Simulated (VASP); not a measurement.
Consider the following.

```xyz
2
Lattice="2.9900 0.0000 0.0000 0.0000 2.9900 0.0000 0.0000 0.0000 2.9900" Properties=species:S:1:pos:R:3 pbc="T T T"
Al     1.4950     1.4950     1.4950
Ru     0.0000     0.0000     0.0000
```

Calculation: PBE GGA with spin-orbit coupling, VASP's PBE PAW potentials (set 64) (plane waves; VASP 6.6.1). Settings: 400 eV cut-off, 11×11×11 Γ-centred mesh, first-order Methfessel-Paxton smearing of 0.10 eV, potentials Al Ru_pv.

### Question
Give the stress tensor in GPa (positive for a compressed cell).

### Answer

```
2.51  0.00  0.00
0.00  2.51  0.00
0.00  0.00  2.51
```
The pressure is its mean diagonal, 2.51 GPa.

The compound is RuAl in the CsCl type structure. The cell was not relaxed at this level. The run is one of a series of settings (GGA_COMPAT = .FALSE., LSORBIT = .TRUE., MAGMOM = 0 0 0 0 0 0, program vasp_ncl against the base run), some of them coarse on purpose.
